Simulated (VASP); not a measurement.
Energy against volume of CuI (zinc blende). Computed with vdW-DF2, VASP's PBE PAW potentials (set 64) (plane waves; VASP).

```json
[
 {"V (Å³/atom)": "29.456", "E (eV/atom)": "-0.19595"},
 {"V (Å³/atom)": "30.397", "E (eV/atom)": "-0.20518"},
 {"V (Å³/atom)": "31.337", "E (eV/atom)": "-0.20807"},
 {"V (Å³/atom)": "32.277", "E (eV/atom)": "-0.20565"},
 {"V (Å³/atom)": "33.217", "E (eV/atom)": "-0.19879"}
]
```

Task: Fit a third-order Birch-Murnaghan equation of state.

Result: 
- volume per atom: 31.35 Å³/atom
- bulk modulus: 30.0 GPa
- pressure derivative of the bulk modulus: 4.88
- lattice constant a: 0.6306 nm

The compound is CuI in the zinc blende structure. It was relaxed first, which changed the volume by +13 %.
